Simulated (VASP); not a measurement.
Level of theory: r2SCAN meta-GGA, VASP's PBE PAW potentials (set 64) (plane waves; VASP).

VASP ran on this input.

### KPOINTS
```
Automatic mesh
0
Gamma
13 13 6
0 0 0
```

INCAR:
```
SYSTEM = Cd
PREC = Accurate
ENCUT = 400
EDIFF = 1E-6
NELM = 100
ALGO = Normal
LREAL = .FALSE.
LASPH = .TRUE.
ISMEAR = 1
SIGMA = 0.1
METAGGA = R2SCAN
LMIXTAU = .TRUE.
LMAXMIX = 4
LWAVE = .FALSE.
LCHARG = .FALSE.
IBRION = 2
ISIF = 3
NSW = 60
EDIFFG = -0.01
```

File POSCAR:
```
Cd
1
    1.4900000000    -2.5807560000     0.0000000000
    1.4900000000     2.5807560000     0.0000000000
    0.0000000000     0.0000000000     5.6200000000
Cd
2
Direct
  0.3333330000   0.6666670000   0.2500000000
  0.6666670000   0.3333330000   0.7500000000
```

POTCAR, in this order: Cd (PBE.64 set). Program: vasp_std.

### Question
Predict the energy per atom (σ→0), volume per atom, band gap (on the k-mesh).

### Answer

| Quantity | Result |
|---|---|
| energy per atom (σ→0) | -20.101 eV/atom |
| band gap (on the k-mesh) | none (metal, semimetal or under 0.01 eV) |
| volume per atom | 21.45 Å^3/atom |

### OSZICAR
```
...
DAV:   2    -0.402029196164E+02    0.15504E-03   -0.11730E-04  2856   0.123E-01    0.395E-02
DAV:   3    -0.402028959850E+02    0.23631E-04   -0.78679E-05  2784   0.106E-01    0.116E-02
DAV:   4    -0.402028972967E+02   -0.13117E-05   -0.20071E-05  2768   0.521E-02    0.881E-03
DAV:   5    -0.402029018993E+02   -0.46027E-05   -0.76749E-06  2680   0.228E-02    0.702E-03
DAV:   6    -0.402028869181E+02    0.14981E-04   -0.22234E-05  2704   0.378E-02    0.486E-03
DAV:   7    -0.402028993634E+02   -0.12445E-04   -0.69102E-06  2464   0.201E-02    0.914E-04
DAV:   8    -0.402028993209E+02    0.42574E-07   -0.37240E-08  1376   0.227E-03
   6 F= -.40202899E+02 E0= -.40202991E+02  d E =-.221641E-03
```

The compound is Cd in the hcp structure. This run relaxes it. Symmetry was kept, so distortions that lower it aren't found.
